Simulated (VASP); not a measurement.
Input:

```
AuZn
1.0
    3.13923     0.00000     0.00000
    0.00000     3.13923     0.00000
    0.00000     0.00000     3.13923
Zn Au
1 1
Direct
  0.50000   0.50000   0.50000
  0.00000   0.00000   0.00000
```

The numbers are results of vdW-DF-cx, VASP's PBE PAW potentials (set 64) (plane waves; VASP 6.6.1), not measurements. Numerical set-up: 520 eV cut-off, Gaussian smearing of 0.050 eV, potentials Zn Au.

Task: Give the energies of bands 6 to 14 at the high-symmetry points, in eV from the Fermi level.

Result: 
| band | Γ | X | M | R |
|---|---|---|---|---|
| 6 | -7.48 | -7.31 | -6.45 | -6.48 |
| 7 | -5.46 | -5.83 | -5.08 | -6.48 |
| 8 | -5.46 | -5.50 | -4.10 | -6.48 |
| 9 | -3.75 | -4.95 | -4.10 | -3.11 |
| 10 | -3.75 | -4.95 | -3.16 | -3.11 |
| 11 | -3.75 | -3.91 | -2.01 | 1.35 |
| 12 | 4.97 | -2.39 | -2.01 | 3.54 |
| 13 | 4.97 | 10.49 | 0.82 | 3.76 |
| 14 | 4.97 | 11.17 | 2.51 | 3.76 |

It has no gap at this level: it comes out as a metal or semimetal.

The compound is AuZn in the CsCl type structure. It was relaxed first. The electron count is odd and the run is not spin-polarised, which forces a metal.
